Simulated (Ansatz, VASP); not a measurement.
**Two plane-wave programs on ScPd**

```
Sc Pd
1.0
     3.23131    0.00000    0.00000
     0.00000    3.23131    0.00000
     0.00000    0.00000    3.23131
Sc Pd
1 1
Direct
  0.50000 0.50000 0.50000
  0.00000 0.00000 0.00000
```

Alike in both runs: functional LDA; k mesh 12 × 12 × 12; occupations gaussian, width 0.1 eV; no spin polarisation.

Ansatz relaxed the structure, and its values are those at the end. VASP's run is a single point on that final structure, the one shown.

```csv
,VASP,Ansatz
version,VASP 6.6.1,Ansatz 0.2.0
potentials or method,"VASP PAW LDA potentials, release 64 (Sc_sv, Pd)","scalar-relativistic, plane waves, PAW"
plane-wave cutoff (eV),520,420
valence electrons in the cell,21,29
```

Ansatz gave:

| Quantity | Value |
| --- | --- |
| gap on the k mesh at the Fermi level (eV) | none |
| pressure (GPa) | 0.0 |

Q: What did VASP give for the same quantities?

A: gap on the k mesh at the Fermi level (eV): none; pressure (GPa): 0.5.

A gap of «none» marks a metal or a gap that the smearing closes. The two sets of potentials don't hold the same shells in valence.
